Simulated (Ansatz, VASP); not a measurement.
## Cross-check of SrLiClO between VASP and Ansatz

One calculation is typed for both programs; each brings its own data sets. How far apart do they land? The cell is generated by rule, not measured, and may not be a known phase. The cell is taken from a series of runs on this material, whose earlier steps may have relaxed, scaled, displaced or heated it; both programs get it as it stands.

Main program and level: Ansatz 0.2.0; plane waves, with VASP 6.6.1 beside it; relaxation of cell and atoms at LDA.

### 1. Starting point

It takes space group P4/nmm (No. 129, tetragonal). Conventional cell: a = 3.542 Å, b = 3.542 Å, c = 10.299 Å, α = 90.00°, β = 90.00°, γ = 90.00°. Cl has 5 Li at 2.56 to 2.87 Å and 1 Sr at 2.75 Å nearest. Li has 1 O at 2.14 Å and 5 Cl at 2.56 to 2.87 Å nearest. Nearest to O lie 1 Li at 2.14 Å and 5 Sr at 2.51 to 2.54 Å. Nearest to Sr lie 5 O at 2.51 to 2.54 Å and 1 Cl at 2.75 Å. Farther neighbours and most contacts between anions are not listed.

### 2. VASP: relaxation of cell and atoms, LDA, pair 1

The relaxed volume is the usual yardstick between codes: in a stiff, nearly cubic crystal its relative difference is about their pressure difference at one cell divided by the bulk modulus.

Lines of VASP's logs that name or quote its potential files are left out, and so is its time.

INCAR reads:

```
SYSTEM = SrLiClO
PREC = Accurate
ENCUT = 750
EDIFF = 1E-07
NELM = 120
ISMEAR = 0
SIGMA = 0.02
LREAL = .FALSE.
ALGO = Normal
GGA = CA
NBANDS = 34
LORBIT = 11
LWAVE = .FALSE.
LCHARG = .FALSE.
ISIF = 3
IBRION = 2
NSW = 80
EDIFFG = -0.005
LASPH = .TRUE.
GGA_COMPAT = .FALSE.
NELMIN = 4
EFERMI = MIDGAP
KPAR = 2
```

POSCAR reads:

```
SrLiClO
1.0
    2.5042910000      2.5042910000      0.0000000000
   -2.5042910000      2.5042910000      0.0000000000
    0.0000000000      0.0000000000     10.2993250000
Cl Li O Sr
2 2 2 2
Direct
    0.5000000000      0.5000000000      0.5120791897
    0.0000000000      0.0000000000      0.7379208832
    0.0000000000      0.0000000000      0.4593943778
    0.5000000000      0.5000000000      0.7906056950
    0.5000000000      0.5000000000      0.9985278647
    0.0000000000      0.0000000000      0.2514721110
    0.0000000000      0.0000000000      0.0049806177
    0.5000000000      0.5000000000      0.2450193581
```

KPOINTS reads:

```
Automatic mesh
0
Gamma
6 6 2
0 0 0
```

The projector-augmented-wave data sets are Cl, Li_sv, O and Sr_sv (LDA family, release 64).

Started as:

```sh
> mpirun -np 2 vasp_std
```

Numbers of over 12 decimals in the logs are rounded to 6 here.

The log of the run:

```text
[banner, memory and clock lines left out]
running    2 mpi-ranks, on    1 nodes
 distrk:  each k-point on    1 cores,    2 groups
 distr:  one band on    1 cores,    1 groups

 POSCAR found type information on POSCAR ClLiO Sr
 POSCAR found :  4 types and       8 ions
 LDA part: xc-table for (Slater(with rela. corr.)+CA(PZ))
 , standard interpolation
 POSCAR, INCAR and KPOINTS ok, starting setup
 FFT: planning ... GRIDC
 FFT: planning ... GRID_SOFT
 FFT: planning ... GRID
 WAVECAR not read
 entering main loop
       N       E                     dE             d eps       ncg     rms          rms(c)
DAV:   1     0.442932150902E+03    0.44293E+03   -0.31803E+04  1360   0.198E+03
DAV:   2    -0.892803073489E+01   -0.45186E+03   -0.43650E+03  1686   0.407E+02
DAV:   3    -0.452557568960E+02   -0.36328E+02   -0.36161E+02  2032   0.102E+02
DAV:   4    -0.476240715016E+02   -0.23683E+01   -0.23612E+01  2280   0.222E+01
DAV:   5    -0.477677021528E+02   -0.14363E+00   -0.14361E+00  1944   0.389E+00    0.303E+01
DAV:   6    -0.429832883645E+02    0.47844E+01   -0.23313E+01  1590   0.212E+01    0.335E+01
DAV:   7    -0.429247330223E+02    0.58555E-01   -0.22217E+00  1950   0.647E+00    0.245E+01
DAV:   8    -0.427193285966E+02    0.20540E+00   -0.22142E+00  1642   0.748E+00    0.431E+00
DAV:   9    -0.425762795046E+02    0.14305E+00   -0.41776E-01  1864   0.409E+00    0.169E+00
DAV:  10    -0.425749497747E+02    0.13297E-02   -0.66428E-02  1806   0.135E+00    0.585E-01
DAV:  11    -0.425730595758E+02    0.18902E-02   -0.66127E-03  2200   0.464E-01    0.285E-01
DAV:  12    -0.425718244734E+02    0.12351E-02   -0.35170E-03  1940   0.390E-01    0.153E-01
DAV:  13    -0.425717332201E+02    0.91253E-04   -0.93608E-04  1864   0.182E-01    0.125E-01
DAV:  14    -0.425716709048E+02    0.62315E-04   -0.19278E-04  1886   0.713E-02    0.950E-02
DAV:  15    -0.425716566924E+02    0.14212E-04   -0.40860E-05  1990   0.336E-02    0.275E-02
DAV:  16    -0.425716501395E+02    0.65530E-05   -0.41071E-05  1730   0.287E-02    0.717E-03
DAV:  17    -0.425716504161E+02   -0.27660E-06   -0.41150E-06  1878   0.108E-02    0.669E-03
DAV:  18    -0.425716503996E+02    0.16414E-07   -0.38687E-07  1558   0.300E-03
   1 F= -.42571650E+02 E0= -.42571650E+02  d E =-.425717E+02
[...]
2 F= -.42572326E+02 E0= -.42572326E+02  d E =-.675530E-03
[...]
3 F= -.42572329E+02 E0= -.42572329E+02  d E =-.679008E-03
[...]
4 F= -.42572329E+02 E0= -.42572329E+02  d E =-.678211E-03
[...]
5 F= -.42572366E+02 E0= -.42572366E+02  d E =-.375446E-04
[...]
6 F= -.42572397E+02 E0= -.42572397E+02  d E =-.685194E-04
[...]
7 F= -.42572422E+02 E0= -.42572422E+02  d E =-.253468E-04
 trial-energy change:   -0.000025  1 .order   -0.000026   -0.000036   -0.000016
 step:   1.8741(harm=  1.8741)  dis= 0.00205  next Energy=   -42.572430 (dE=-0.325E-04)
 bond charge predicted
       N       E                     dE             d eps       ncg     rms          rms(c)
DAV:   1    -0.425724153118E+02    0.72129E-05   -0.10122E-02  1424   0.475E-01    0.342E-02
DAV:   2    -0.425724316507E+02   -0.16339E-04   -0.21882E-04  1630   0.717E-02    0.187E-02
DAV:   3    -0.425724290992E+02    0.25514E-05   -0.55465E-06  2092   0.140E-02    0.861E-03
DAV:   4    -0.425724280278E+02    0.10715E-05   -0.27071E-06  1720   0.108E-02    0.261E-03
DAV:   5    -0.425724279422E+02    0.85533E-07   -0.96205E-07  1796   0.522E-03
   8 F= -.42572428E+02 E0= -.42572428E+02  d E =-.308123E-04
 curvature:  -1.71 expect dE=-0.116E-04 dE for cont linesearch -0.377E-07
 trial: gam= 0.22531 g(F)=  0.144E-05 g(S)=  0.533E-05 ort =-0.118E-05 (trialstep = 0.121E+01)
 search vector abs. value=  0.946E-05
 reached required accuracy - stopping structural energy minimisation
```

From OUTCAR (step 2):

```text
ion  position               nearest neighbor table
   1  0.500  0.500  0.512-   3 2.56   3 2.56   3 2.56   3 2.56   8 2.75
   2  0.000  0.000  0.738-   4 2.56   4 2.56   4 2.56   4 2.56   7 2.75
   3  0.000  0.000  0.459-   6 2.14   1 2.56   1 2.56   1 2.56   1 2.56   8 3.34   8 3.34   8 3.34
                             8 3.34
   4  0.500  0.500  0.791-   5 2.14   2 2.56   2 2.56   2 2.56   2 2.56   7 3.34   7 3.34   7 3.34
                             7 3.34
   5  0.500  0.500  0.999-   4 2.14   7 2.51   7 2.51   7 2.51   7 2.51   8 2.54
   6  0.000  0.000  0.251-   3 2.14   8 2.51   8 2.51   8 2.51   8 2.51   7 2.54
   7  0.000  0.000  0.005-   5 2.51   5 2.51   5 2.51   5 2.51   6 2.54   2 2.75   4 3.34   4 3.34
                             4 3.34   4 3.34   8 3.52   8 3.52   8 3.52   8 3.52
   8  0.500  0.500  0.245-   6 2.51   6 2.51   6 2.51   6 2.51   5 2.54   1 2.75   3 3.34   3 3.34
                             3 3.34   3 3.34   7 3.52   7 3.52   7 3.52   7 3.52

  LATTYP: Found a simple tetragonal cell.
 ALAT       =     3.5416022963
 C/A-ratio  =     2.9080975610

 Subroutine GETGRP returns: Found 16 space group operations
 (whereof  8 operations were pure point group operations)

The static configuration has the point symmetry C_4v.
 The point group associated with its full space group is D_4h.

 Found     20 irreducible k-points:

   k-points           NKPTS =     20   k-points in BZ     NKDIM =     20   number of bands    NBANDS=     34

   dimension x,y,z NGX =    32 NGY =   32 NGZ =   96
   dimension x,y,z NGXF=    64 NGYF=   64 NGZF=  192

   ENCUT  =  750.0 eV  55.12 Ry    7.42 a.u.   7.91  7.91 23.00*2*pi/ulx,y,z

   NELECT =      52.0000    total number of electrons

 k-points in reciprocal lattice and weights: Automatic mesh
   0.00000000  0.00000000  0.00000000       0.014
   0.16666667  0.00000000  0.00000000       0.056
   0.33333333  0.00000000  0.00000000       0.056
   0.50000000  0.00000000  0.00000000       0.028
   0.16666667  0.16666667  0.00000000       0.056
   0.33333333  0.16666667  0.00000000       0.111
   0.50000000  0.16666667  0.00000000       0.056
   0.33333333  0.33333333  0.00000000       0.056
   0.50000000  0.33333333  0.00000000       0.056
[...]
0.50000000  0.33333333  0.50000000       0.056
   0.50000000  0.50000000  0.50000000       0.014

 average (electrostatic) potential at core
       1 -96.3808       2 -96.3809       3 -64.3701       4 -64.3702       5 -71.6666
       6 -71.6666       7 -35.9240       8 -35.9239

 E-fermi :   3.3850

 k-point     1 :       0.0000    0.0000    0.0000
  band No.  band energies     occupation
    ...
     22       1.1446      2.00000
     23       1.6229      2.00000
     24       1.6229      2.00000
     25       1.6291      2.00000
     26       1.6291      2.00000
     27       5.1359      0.00000
     28       6.1747      0.00000
     29       6.6915      0.00000
     30       7.8389      0.00000
     31       8.4185      0.00000
    ...

 k-point     2 :       0.1667    0.0000    0.0000
  band No.  band energies     occupation
    ...
     22       1.0129      2.00000
     23       1.0575      2.00000
     24       1.0951      2.00000
     25       1.2882      2.00000
     26       1.3076      2.00000
     27       5.8923      0.00000
     28       6.8836      0.00000
     29       7.3400      0.00000
     30       8.0115      0.00000
     31       8.1897      0.00000
    ...

 k-point     3 :       0.3333    0.0000    0.0000
  band No.  band energies     occupation
    ...
     22       0.5433      2.00000
     23       0.6683      2.00000
     24       0.6795      2.00000
     25       0.7196      2.00000
     26       0.7402      2.00000
     27       7.3875      0.00000
     28       7.6960      0.00000
     29       7.9183      0.00000
     30       8.1991      0.00000
     31       8.5361      0.00000
    ...

  Total       -0.0021883     -0.0021883     -0.0295655      0.0000000      0.0000000     -0.0000000
  in kB       -0.0270302     -0.0270302     -0.3652045      0.0000000      0.0000000     -0.0000000
  external PRESSURE =      -0.1397550 kB  Pullay stress =       0.0000000 kB

  energy-cutoff  :      750.00
  volume of cell :      129.71
      direct lattice vectors                 reciprocal lattice vectors
     2.507947867  2.507947867  0.000000000     0.199366186  0.199366186  0.000000000
    -2.507947867  2.507947867 -0.000000000    -0.199366186  0.199366186 -0.000000000
    -0.000000000  0.000000000 10.310816778    -0.000000000 -0.000000000  0.096985527

 POSITION                                       TOTAL-FORCE (eV/Angst)
 -----------------------------------------------------------------------------------
     -0.00000      2.50795      5.28180        -0.000000     -0.000000      0.002956
     -0.00000      0.00000      7.60672         0.000000      0.000000     -0.002956
     -0.00000      0.00000      4.73660        -0.000000      0.000000      0.001412
     -0.00000      2.50795      8.15192        -0.000000      0.000000     -0.001412
     -0.00000      2.50795     10.28978        -0.000000     -0.000000      0.002058
     -2.50795      2.50795      2.59874         0.000000      0.000000     -0.002058
     -0.00000      0.00000      0.04866        -0.000000      0.000000      0.000047
     -0.00000      2.50795      2.52904         0.000000     -0.000000     -0.000047
 -----------------------------------------------------------------------------------
    total drift:                                0.000000     -0.000000      0.002069

  FREE ENERGIE OF THE ION-ELECTRON SYSTEM (eV)
  ---------------------------------------------------
  free  energy   TOTEN  =       -42.5724279422 eV

  energy  without entropy=      -42.5724279422  energy(sigma->0) =      -42.57242794

 reached required accuracy - stopping structural energy minimisation

 total charge
# of ion       s       p       d       tot
------------------------------------------
    1        1.590   3.558   0.000   5.147
    2        1.590   3.558   0.000   5.147
    3        2.009   0.053   0.000   2.063
    4        2.009   0.053   0.000   2.063
    5        1.537   3.418   0.000   4.955
    6        1.537   3.418   0.000   4.955
    7        2.021   5.821   0.291   8.134
    8        2.021   5.821   0.291   8.134
--------------------------------------------------
tot         14.314  25.700   0.583  40.597

[... 3 further parts left out ...]
```

CONTCAR:

```
SrLiClO
   1.00000000000000
     2.5079478667476502    2.5079478667476502    0.0000000000000000
    -2.5079478667476502    2.5079478667476502   -0.0000000000000000
    -0.0000000000000000    0.0000000000000000   10.3108167776770721
  Cl              Li              O               Sr
     2     2     2     2
Direct
     0.5000000000000000    0.5000000000000000    0.5122581685127988
     0.0000000000000000    0.0000000000000000    0.7377419043872019
     0.0000000000000000    0.0000000000000000    0.4593820744690875
     0.5000000000000000    0.5000000000000000    0.7906179983309114
     0.5000000000000000    0.5000000000000000    0.9979594831157181
     0.0000000000000000    1.0000000000000000    0.2520404925842817
     0.0000000000000000    0.0000000000000000    0.0047193077021471
     0.5000000000000000    0.5000000000000000    0.2452806680978545
```

(Continued in part 2 of 2.)

[Lines on the potential files, build, host, timing and source positions are cut from VASP's logs without a mark.]

[Logs are printed without paths, hosts, clocks, repeated set-up lines and the standing remarks that a program may print on its own settings, such as how far it seeks lower states.]

[Hosts, paths, dates, database ids (printed as entryN), source tags and the programs' standing remarks are cut or masked in the printed files.]
